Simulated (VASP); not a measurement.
An input for Quantum ESPRESSO's pw.x (written as the equivalent of a VASP run, and not itself run):

```
&CONTROL
  calculation = 'scf'
  pseudo_dir = './pseudo'
  outdir = './out'
  tprnfor = .true.
  tstress = .true.
/
&SYSTEM
  ibrav = 0
  nat = 6
  ntyp = 2
  ecutwfc = 84
  occupations = 'tetrahedra'
  input_dft = 'vdw-df2-b86r'
/
&ELECTRONS
  conv_thr = 7.3e-09
  electron_maxstep = 100
/
ATOMIC_SPECIES
  Ag 107.868 Ag.upf
  O 15.999 O.upf
CELL_PARAMETERS angstrom
     4.7575894    0.0000000    0.0000000
     0.0000000    4.7575894    0.0000000
     0.0000000    0.0000000    4.7575894
ATOMIC_POSITIONS crystal
  Ag   0.7500000  0.2500000  0.7500000
  Ag   0.2500000  0.7500000  0.7500000
  Ag   0.7500000  0.7500000  0.2500000
  Ag   0.2500000  0.2500000  0.2500000
  O    0.0000000  0.0000000  0.0000000
  O    0.5000000  0.5000000  0.5000000
K_POINTS automatic
  7 7 7 0 0 0
```

Task: Translate this input to VASP (INCAR, KPOINTS, POSCAR, choice of POTCAR).

Result: Several could match; the one computed here: 
### INCAR
```
PREC  =  Accurate
PARAM2  =  0.7114
SYSTEM  =  Ag2O
GGA  =  MK
ISIF  =  2
PARAM1  =  0.1234568
ZAB_VDW  =  -1.8867
ENCUT  =  520
AGGAC  =  0.0
LASPH  =  .True.   # aspherical one-centre terms
LREAL  =  .False.   # projection in real space or not
LCHARG  =  .True.
NEDOS  =  601   # DOS grid
EDIFF  =  1E-7   # SCF stop (eV)
LMAXMIX  =  4   # l cut-off of mixed one-centre charges
NELM  =  100
ALGO  =  Normal   # blocked Davidson
LUSE_VDW  =  .True.
LEFG  =  .True.
LORBIT  =  11   # lm-projected
ISMEAR  =  -5   # tetrahedra, Bloechl
LWAVE  =  .False.
```

KPOINTS:
```
Automatic mesh
0
Gamma
7 7 7
0 0 0
```

POSCAR:
```
Ag2O
1.0
  4.7575893566   0.0000000000   0.0000000000
  0.0000000000   4.7575893566   0.0000000000
  0.0000000000   0.0000000000   4.7575893566
Ag O
4 2
Direct
  0.7500000000   0.2500000000   0.7500000000
  0.2500000000   0.7500000000   0.7500000000
  0.7500000000   0.7500000000   0.2500000000
  0.2500000000   0.2500000000   0.2500000000
  0.0000000000   0.0000000000   0.0000000000
  0.5000000000   0.5000000000   0.5000000000
```

POTCAR, in this order: Ag O (PBE.64 set). Program: vasp_std.

The two are equivalent in intent, not identical: the potentials are each code's own (VASP's PAW set, PseudoDojo norm-conserving files in pw.x), so ENCUT and ecutwfc are chosen apart and not converted; conv_thr bounds pw.x's estimated SCF error, while EDIFF bounds the energy change between steps; the field gradients of LEFG aren't asked of the other code.

The compound is Ag2O in the cuprite structure. It was relaxed first.
